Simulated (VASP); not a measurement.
Consider the following.

```yaml
crystal:
  lattice:
    - [4.41143, 0.00000, 0.00000]
    - [0.00000, 4.41143, 0.00000]
    - [0.00000, 0.00000, 2.93650]
  atoms:
    - { symbol: Mg, position: [0.00000, 0.00000, 0.00000] }
    - { symbol: Mg, position: [0.50000, 0.50000, 0.50000] }
    - { symbol: F, position: [0.30180, 0.30180, 0.00000] }
    - { symbol: F, position: [0.80180, 0.19820, 0.50000] }
    - { symbol: F, position: [0.19820, 0.80180, 0.50000] }
    - { symbol: F, position: [0.69820, 0.69820, 0.00000] }
```

These are LDA (Ceperley-Alder, Perdew-Zunger), VASP's LDA PAW potentials (set 64) (plane waves; VASP) values and carry that method's errors. Run with 620 eV cut-off, 5×5×8 Γ-centred mesh, Gaussian smearing of 0.050 eV, potentials Mg F.

**Question.** Predict the energy per atom (σ→0), pressure, band gap (on the k-mesh) with the smallest direct gap where there is one.

**Answer.** 
```
Item                                             Result
-----------------------------------  ------------------
band gap (on the k-mesh)                        7.71 eV
smallest direct gap (on the k-mesh)             7.71 eV
energy per atom (σ→0)                -562.1 kJ/mol-atom
pressure                                      10.14 GPa
```

The compound is MgF2 in the rutile structure. It was relaxed first under an external pressure of 10 GPa.
